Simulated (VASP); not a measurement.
VASP input:

POSCAR:
```
BAs
1
    0.0000000000     2.4283072466     2.4283072466
    2.4283072466     0.0000000000     2.4283072466
    2.4283072466     2.4283072466     0.0000000000
B As
1 1
Direct
  0.0000000000   0.0000000000   0.0000000000
  0.2500000000   0.2500000000   0.2500000000
```

### KPOINTS
```
kpoints
0
gamma
  9 9 9
0 0 0
```

**INCAR**
```
AGGAC = 0.0
ALGO = Normal
EDIFF = 1E-7
ENCUT = 520
GGA = MK
ISIF = 2
ISMEAR = 0
LASPH = .True.
LCHARG = .False.
LMAXMIX = 4
LREAL = .False.
LUSE_VDW = .True.
LWAVE = .False.
NELM = 100
PARAM1 = 0.1234
PARAM2 = 1.0
PREC = Accurate
SIGMA = 0.05
SYSTEM = BAs
```

POTCAR, in this order: B As (PBE.64 set). Program: vasp_std.

### Question
Write an equivalent input for Quantum ESPRESSO's pw.x.

### Answer
One equivalent input (not run):
```
&CONTROL
  calculation = 'scf'
  pseudo_dir = './pseudo'
  outdir = './out'
  tprnfor = .true.
  tstress = .true.
/
&SYSTEM
  ibrav = 0
  nat = 2
  ntyp = 2
  ecutwfc = 84
  occupations = 'smearing'
  smearing = 'gaussian'
  degauss = 0.003675
  input_dft = 'vdw-df-ob86'
/
&ELECTRONS
  conv_thr = 7.3e-09
  electron_maxstep = 100
/
ATOMIC_SPECIES
  B 10.810 B.upf
  As 74.922 As.upf
CELL_PARAMETERS angstrom
     0.0000000    2.4283072    2.4283072
     2.4283072    0.0000000    2.4283072
     2.4283072    2.4283072    0.0000000
ATOMIC_POSITIONS crystal
  B    0.0000000  0.0000000  0.0000000
  As   0.2500000  0.2500000  0.2500000
K_POINTS automatic
  9 9 9 0 0 0
```
The two are equivalent in intent, not identical: the potentials are each code's own (VASP's PAW set, PseudoDojo norm-conserving files in pw.x), so ENCUT and ecutwfc are chosen apart and not converted; conv_thr bounds pw.x's estimated SCF error, while EDIFF bounds the energy change between steps.

The compound is BAs in the zinc blende structure. This cell is one point of a volume scan, at 1.03 of the reference volume.
